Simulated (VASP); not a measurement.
Here is the system:

```yaml
crystal:
  lattice:
    - [0.00000, 2.40500, 2.40500]
    - [2.40500, 0.00000, 2.40500]
    - [2.40500, 2.40500, 0.00000]
  atoms:
    - { symbol: Ca, position: [0.00000, 0.00000, 0.00000] }
    - { symbol: O, position: [0.50000, 0.50000, 0.50000] }
```

Computed with PBE GGA, VASP's PBE PAW potentials (set 64) (plane waves; VASP 6.6.1). Numerical set-up: 520 eV cut-off, 3×3×3 Γ-centred mesh, Gaussian smearing of 0.050 eV, potentials Ca_sv O.

Estimate the energy per atom (σ→0), pressure.

```
Item                            Value
---------------------  --------------
energy per atom (σ→0)  -6.386 eV/atom
pressure                    22.4 kbar
```

Total energies compare only between runs with the same potentials, cut-off and functional.

The compound is CaO in the rock salt structure. The cell was not relaxed at this level. The k-mesh is coarse (spacing up to 0.75 per Å, 2π included), so the numbers may not be converged in it. The run is one of a series of settings (KPOINTS 3×3×3 Γ-centred mesh against the base run), some of them coarse on purpose.
